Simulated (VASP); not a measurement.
# ZrGeRu4 (F-43m) in VASP: density of states with PBE

Aim: the density of states of ZrGeRu4 with PBE.

All numbers are computed with VASP 6.6.1; they aren't measurements. Logs are shortened: lines on timing, memory, paths and dates and some standing lists are left out, and cuts for length are marked.

### 1 The structure

Symmetry: F-43m, No. 216, cubic system. The conventional cell has a = 6.934 Å, b = 6.934 Å, c = 6.934 Å, α = 90.00°, β = 90.00°, γ = 90.00°. Zr (site symmetry -43m) has 12 Ru at 2.87 Å and 4 Ge at 3.00 Å as nearest neighbours. Ru (site symmetry 3m) is surrounded by 6 Ru at 2.45 Å. Ge (site symmetry -43m) has 12 Ru at 2.87 Å and 4 Zr at 3.00 Å as nearest neighbours.

The cell was built by a generator and needn't be a form met in nature.

### 2 Density of states, PBE

File POSCAR:

```
ZrGeRu4
1.0
    0.0000000000      3.4672444800      3.4672444800
    3.4672444800      0.0000000000      3.4672444800
    3.4672444800      3.4672444800      0.0000000000
Zr Ru Ge
1 4 1
Direct
    0.0000000000      0.0000000000      0.0000000000
    0.6250000000      0.6250000000      0.6250000000
    0.1250000000      0.6250000000      0.6250000000
    0.6250000000      0.6250000000      0.1250000000
    0.6250000000      0.1250000000      0.6250000000
    0.2500000000      0.2500000000      0.2500000000
```

File INCAR.step1:

```
  PREC = Accurate
  ENCUT = 520
  EDIFF = 1E-7
  ISMEAR = -1
  SIGMA = 0.1
  LREAL = False
  LASPH = True
  NELM = 100
  ALGO = Fast
  ISIF = 2
  LWAVE = False
  LCHARG = True
  LMAXMIX = 4
  GGA = PE
  NBANDS = 50
```

File KPOINTS.step1:

```
regular mesh
0
Gamma
  8 8 8
```

File INCAR.step2:

```
  PREC = Accurate
  ENCUT = 520
  EDIFF = 1E-7
  ISMEAR = -5
  SIGMA = 0.1
  LREAL = False
  LASPH = True
  NELM = 100
  ALGO = Fast
  ISIF = 2
  LWAVE = False
  LCHARG = False
  LMAXMIX = 4
  GGA = PE
  LORBIT = 10
  NBANDS = 50
  NEDOS = 2001
  ICHARG = 11
```

File KPOINTS.step2:

```
regular mesh
0
Gamma
  12 12 12
```

Potentials or basis: VASP PAW PBE potentials, release 64 (Zr_sv, Ru_pv, Ge_d).

Launch:

```console
> cat potpaw_PBE.64/Zr_sv/POTCAR potpaw_PBE.64/Ru_pv/POTCAR potpaw_PBE.64/Ge_d/POTCAR > POTCAR
> cp INCAR.step1 INCAR
> cp KPOINTS.step1 KPOINTS
> mpirun -np 1 vasp_std > vasp.out
> cp INCAR.step2 INCAR
> cp KPOINTS.step2 KPOINTS
> mpirun -np 1 vasp_std > vasp.out
```

OUTCAR:

```text
PREC = Accurate
   ENCUT = 520
   EDIFF = 1E-7
   ISMEAR = -5
   LREAL = False
   LASPH = True
   NELM = 100
   ISIF = 2
   GGA = PE
   LORBIT = 10
   ICHARG = 11

 ion  position               nearest neighbor table
   1  0.000  0.000  0.000-   2 2.87   4 2.87   5 2.87   2 2.87   3 2.87   4 2.87   2 2.87   3 2.87
                             5 2.87   3 2.87   4 2.87   5 2.87   6 3.00   6 3.00   6 3.00   6 3.00
   2  0.625  0.625  0.625-   3 2.45   4 2.45   5 2.45   4 2.45   5 2.45   3 2.45   1 2.87   6 2.87
                             1 2.87   6 2.87   1 2.87   6 2.87
   3  0.125  0.625  0.625-   2 2.45   4 2.45   5 2.45   2 2.45   4 2.45   5 2.45   6 2.87   1 2.87
                             1 2.87   6 2.87   6 2.87   1 2.87
   4  0.625  0.625  0.125-   2 2.45   2 2.45   3 2.45   5 2.45   5 2.45   3 2.45   1 2.87   6 2.87
                             1 2.87   6 2.87   1 2.87   6 2.87
   5  0.625  0.125  0.625-   2 2.45   4 2.45   2 2.45   3 2.45   4 2.45   3 2.45   6 2.87   1 2.87
                             6 2.87   6 2.87   1 2.87   1 2.87
   6  0.250  0.250  0.250-   3 2.87   4 2.87   5 2.87   2 2.87   3 2.87   5 2.87   2 2.87   3 2.87
                             4 2.87   2 2.87   4 2.87   5 2.87   1 3.00   1 3.00   1 3.00   1 3.00

  LATTYP: Found a face centered cubic cell.
 ALAT       =     6.9344889600

  Lattice vectors:

 A1 = (   0.0000000000,   3.4672444800,   3.4672444800)
 A2 = (   3.4672444800,   0.0000000000,   3.4672444800)
 A3 = (   3.4672444800,   3.4672444800,   0.0000000000)

Analysis of symmetry for initial positions (statically):
=====================================================================
 Subroutine PRICEL returns:
 Original cell was already a primitive cell.

 Routine SETGRP: Setting up the symmetry group for a
 face centered cubic supercell.

 Subroutine GETGRP returns: Found 24 space group operations
 (whereof 24 operations were pure point group operations)
 out of a pool of 48 trial point group operations.

The static configuration has the point symmetry T_d .

Analysis of symmetry for dynamics (positions and initial velocities):
=====================================================================
 Subroutine PRICEL returns:
 Original cell was already a primitive cell.

 Routine SETGRP: Setting up the symmetry group for a
 face centered cubic supercell.

 Subroutine GETGRP returns: Found 24 space group operations
 (whereof 24 operations were pure point group operations)
 out of a pool of 48 trial point group operations.

The dynamic configuration has the point symmetry T_d .

 Subroutine INISYM returns: Found 24 space group operations
 (whereof 24 operations are pure point group operations),
 and found     1 'primitive' translations

----------------------------------------------------------------------------------------

                                     Primitive cell

  volume of cell :      83.3649

  direct lattice vectors                    reciprocal lattice vectors
     0.000000000  3.467244480  3.467244480    -0.144206733  0.144206733  0.144206733
     3.467244480  0.000000000  3.467244480     0.144206733 -0.144206733  0.144206733
     3.467244480  3.467244480  0.000000000     0.144206733  0.144206733 -0.144206733

  length of vectors
     4.903424168  4.903424168  4.903424168     0.249773389  0.249773389  0.249773389

  position of ions in fractional coordinates (direct lattice)
     0.000000000  0.000000000  0.000000000
     0.625000000  0.625000000  0.625000000
     0.125000000  0.625000000  0.625000000
     0.625000000  0.625000000  0.125000000
     0.625000000  0.125000000  0.625000000
     0.250000000  0.250000000  0.250000000

  ion indices of the primitive-cell ions
   primitive index   ion index
                 1           1
                 2           2
                 3           3
                 4           4
                 5           5
                 6           6

----------------------------------------------------------------------------------------

 KPOINTS: regular mesh

Automatic generation of k-mesh.
 Grid dimensions read from file:
 generate k-points for:   12   12   12

 Generating k-lattice:

  Cartesian coordinates                     Fractional coordinates (reciprocal lattice)
    -0.012017228  0.012017228  0.012017228     0.083333333  0.000000000  0.000000000
     0.012017228 -0.012017228  0.012017228     0.000000000  0.083333333  0.000000000
     0.012017228  0.012017228 -0.012017228     0.000000000  0.000000000  0.083333333

  Length of vectors
     0.020814449  0.020814449  0.020814449

  Shift w.r.t. Gamma in fractional coordinates (k-lattice)
     0.000000000  0.000000000  0.000000000

 TETIRR: Found    247 inequivalent tetrahedra from    10368

 Subroutine IBZKPT returns following result:
 ===========================================

 Found     72 irreducible k-points:

 Following reciprocal coordinates:
            Coordinates               Weight
  0.000000  0.000000  0.000000      1.000000
  0.083333  0.000000  0.000000      8.000000
  0.166667  0.000000  0.000000      8.000000
  0.250000  0.000000  0.000000      8.000000
  0.333333  0.000000  0.000000      8.000000
  0.416667  0.000000  0.000000      8.000000
[... 16 lines left out ...]
  0.500000  0.166667  0.000000     24.000000
 -0.416667  0.166667  0.000000     24.000000
 [... further k-points ...]
   k-points           NKPTS =     72   k-points in BZ     NKDIM =     72   number of bands    NBANDS=     50
   number of dos      NEDOS =   2001   number of ions     NIONS =      6
   total plane-waves  NPLWV =  46656
   dimension x,y,z NGX =    36 NGY =   36 NGZ =   36
   dimension x,y,z NGXF=    72 NGYF=   72 NGZF=   72
   ions per type =               1   4   1
   NGX,Y,Z   is equivalent  to a cutoff of  12.21, 12.21, 12.21 a.u.
   NGXF,Y,Z  is equivalent  to a cutoff of  24.41, 24.41, 24.41 a.u.
 SYSTEM =  unknown system
   PREC   = accura    normal or accurate (medium, high low for compatibility)
   ISTART =      0    job   : 0-new  1-cont  2-samecut
   ICHARG =     11    charge: 1-file 2-atom 10-const
   ISPIN  =      1    spin polarized calculation?
   LNONCOLLINEAR =      F non collinear calculations
   LSORBIT =      F    spin-orbit coupling
   LASPH  =      T    aspherical Exc in radial PAW
   ENCUT  =  520.0 eV  38.22 Ry    6.18 a.u.   9.12  9.12  9.12*2*pi/ulx,y,z
   NELM   =    100;   NELMIN=  2; NELMDL=  0     # of ELM steps
   EDIFF  = 0.1E-06   stopping-criterion for ELM
   LREAL  =      F    real-space projection
   EDIFFG = 0.1E-05   stopping-criterion for IOM
   NSW    =      0    number of steps for IOM
   IBRION =     -1    ionic relax: 0-MD 1-quasi-New 2-CG
   NFREE  =      0    steps in history (QN), initial steepest desc. (CG)
   ISIF   =      2    stress and relaxation
   ISYM   =      2    0-nonsym 1-usesym 2-fastsym
   POTIM  = 0.5000    time-step for ionic-motion
   TEBEG  =    0.0;   TEEND  =   0.0 temperature during run
   PSTRESS=    0.0 pullay stress
   NELECT =      82.0000    total number of electrons
   NUPDOWN=      -1.0000    fix difference up-down
   EMIN   =  10.00;   EMAX   =-10.00  energy-range for DOS
   EFERMI =   0.00;   METHOD = LEGACY
   ISMEAR =    -5;   SIGMA  =   0.10  broadening in eV -4-tet -1-fermi 0-gaus
   EFERMI_NEDOS =   21; number of points for ismear=-14 and -15
   IALGO  =     68    algorithm
   IMIX   =      4    mixing-type and parameters
     AMIX     =   0.40;   BMIX     =  1.00
     AMIX_MAG =   1.60;   BMIX_MAG =  1.00
  volume/ion in A,a.u.               =      13.89        93.76
  Fermi-wavevector in a.u.,A,eV,Ry     =   1.628115  3.076691 36.065743  2.650757
  Thomas-Fermi vector in A             =   2.720799
   LORBIT       =     10    0 simple, 1 ext, 2 COOP (PROOUT), +10 PAW based schemes
   GGA     = PE    functional components
   LHFCALC =     F    Hartree Fock is set to
   AEXX    =    0.0000 exact exchange contribution
   IVDW    =     0    specifies the selected vdW correction
   LEPSILON=     F    determine dielectric tensor
   LRPA    =     F    only Hartree local field effects (RPA)
 non-spin polarized calculation
 RMM-DIIS sequential band-by-band and
 Fermi weights with tetrahedron method with Bloechl corrections
  energy-cutoff  :      520.00
  volume of cell :       83.36
 maximum number of plane-waves:      2272

 number of electron      81.9999961 magnetization

 Free energy of the ion-electron system (eV)
  ---------------------------------------------------
  ext. energy  EPLUGINS =         0.00000000
  ---------------------------------------------------
  free energy    TOTEN  =       -48.32556909 eV

  energy without entropy =      -48.32556909  energy(sigma->0) =      -48.32556909

 E-fermi :  13.1088     XC(G=0): -13.6842

 val. band max:       13.1199905524   @ k =  -0.4167   0.1667   0.0833
 cond. band min:      13.0655904195   @ k =   0.1667   0.0000   0.0000
 fundamental gap:     -0.0544001330
 Fermi energy:        13.1088424743

 k-point     1 :       0.0000    0.0000    0.0000
  band No.  band energies     occupation
      1     -35.4620      2.00000
      2     -31.4745      2.00000
      3     -30.3989      2.00000
      4     -30.3989      2.00000
      5     -30.3989      2.00000
      6     -30.0354      2.00000
[... 42 lines left out ...]
     49      17.2908      0.00000
     50      18.1617      0.00000

 k-point     2 :       0.0833    0.0000    0.0000
  band No.  band energies     occupation
      1     -35.4622      2.00000
      2     -31.4535      2.00000
      3     -30.3942      2.00000
      4     -30.3890      2.00000
      5     -30.3890      2.00000
      6     -30.0308      2.00000
[... 1158 lines left out ...]
 k-point    24 :      -0.4167    0.1667    0.0000
  band No.  band energies     occupation
      1     -35.4666      2.00000
      2     -31.0345      2.00000
      3     -30.3458      2.00000
      4     -30.2041      2.00000
      5     -30.1523      2.00000
      6     -29.9632      2.00000
[... 42 lines left out ...]
     49      16.3054      0.00000
     50      16.8215      0.00000

 [... further k-points ...]

------------------------ aborting loop because EDIFF is reached ----------------------------------------

  FORCE on cell =-STRESS in cart. coord.  units (eV):
  Direction    XX          YY          ZZ          XY          YZ          ZX
  --------------------------------------------------------------------------------------
  -------------------------------------------------------------------------------------
  Total       20.6273262     20.6273262     20.6273262      0.0000000      0.0000000      0.0000000
  in kB      396.4332989    396.4332989    396.4332989      0.0000000      0.0000000      0.0000000
  external PRESSURE =     396.4332989 kB  Pullay stress =       0.0000000 kB

 VOLUME and BASIS-vectors are now :
 -----------------------------------------------------------------------------
  energy-cutoff  :      520.00
  volume of cell :       83.36
      direct lattice vectors                 reciprocal lattice vectors
     0.000000000  3.467244480  3.467244480    -0.144206733  0.144206733  0.144206733
     3.467244480  0.000000000  3.467244480     0.144206733 -0.144206733  0.144206733
     3.467244480  3.467244480  0.000000000     0.144206733  0.144206733 -0.144206733

 POSITION                                       TOTAL-FORCE (eV/Angst)
 -----------------------------------------------------------------------------------
      0.00000      0.00000      0.00000        -0.000000      0.000000      0.000000
      4.33406      4.33406      4.33406        -0.423947     -0.423947     -0.423947
      4.33406      2.60043      2.60043        -0.423947      0.423947      0.423947
      2.60043      2.60043      4.33406         0.423947      0.423947     -0.423947
      2.60043      4.33406      2.60043         0.423947     -0.423947      0.423947
      1.73362      1.73362      1.73362         0.000000      0.000000      0.000000
 -----------------------------------------------------------------------------------
    total drift:                                0.000001      0.000001      0.000001

  FREE ENERGIE OF THE ION-ELECTRON SYSTEM (eV)
  ---------------------------------------------------
  free  energy   TOTEN  =       -48.3255690864 eV

  energy  without entropy=      -48.3255690864  energy(sigma->0) =      -48.32556909

 total charge

# of ion       s       p       d       tot
------------------------------------------
    1        2.193   6.012   1.750   9.955
    2        0.451   6.335   6.239  13.025
    3        0.451   6.335   6.239  13.025
    4        0.451   6.335   6.239  13.025
    5        0.451   6.335   6.239  13.025
    6        1.112   1.083  10.090  12.285
--------------------------------------------------
tot          5.107  32.435  36.796  74.338
```

Wall time 15 min (1 thread of Intel Xeon Platinum 8488C (Sapphire Rapids), shared host); peak memory 0.38 GiB.

What came out:

```
Valence electrons inside the program's atomic spheres : Zr 9.96; Ru 13.03; Ge 12.29
```

States per cell in windows of 1 eV (zero at the Fermi level; states under -8 eV left out):
| from (eV) | total | Ru2_d | Ru3_d | Ru4_d | Ru5_d | Zr1_d | Ge6_p |
| --- | --- | --- | --- | --- | --- | --- | --- |
| -8.0 | 0.74 | 0.12 | 0.12 | 0.12 | 0.12 | 0.00 | 0.00 |
| -7.0 | 2.84 | 0.38 | 0.38 | 0.38 | 0.38 | 0.05 | 0.15 |
| -6.0 | 6.60 | 0.98 | 0.98 | 0.98 | 0.98 | 0.18 | 0.37 |
| -5.0 | 6.25 | 1.09 | 1.09 | 1.09 | 1.09 | 0.14 | 0.25 |
| -4.0 | 5.30 | 0.87 | 0.87 | 0.87 | 0.87 | 0.28 | 0.10 |
| -3.0 | 5.72 | 0.88 | 0.88 | 0.88 | 0.88 | 0.43 | 0.09 |
| -2.0 | 4.53 | 0.73 | 0.73 | 0.73 | 0.73 | 0.35 | 0.06 |
| -1.0 | 5.97 | 1.14 | 1.14 | 1.14 | 1.14 | 0.30 | 0.05 |
| 0.0 | 5.32 | 0.96 | 0.96 | 0.96 | 0.96 | 0.29 | 0.12 |
| 1.0 | 3.30 | 0.47 | 0.47 | 0.47 | 0.47 | 0.35 | 0.18 |
| 2.0 | 4.00 | 0.42 | 0.42 | 0.42 | 0.42 | 1.04 | 0.17 |
| 3.0 | 5.18 | 0.52 | 0.52 | 0.52 | 0.52 | 1.90 | 0.13 |
| 4.0 | 0.19 | 0.01 | 0.01 | 0.01 | 0.01 | 0.06 | 0.01 |
| 5.0 | 0.00 | 0.00 | 0.00 | 0.00 | 0.00 | 0.00 | 0.00 |
| 6.0 | 0.00 | 0.00 | 0.00 | 0.00 | 0.00 | 0.00 | 0.00 |

Caveat: tetrahedron occupations give inexact forces and stress in metals.
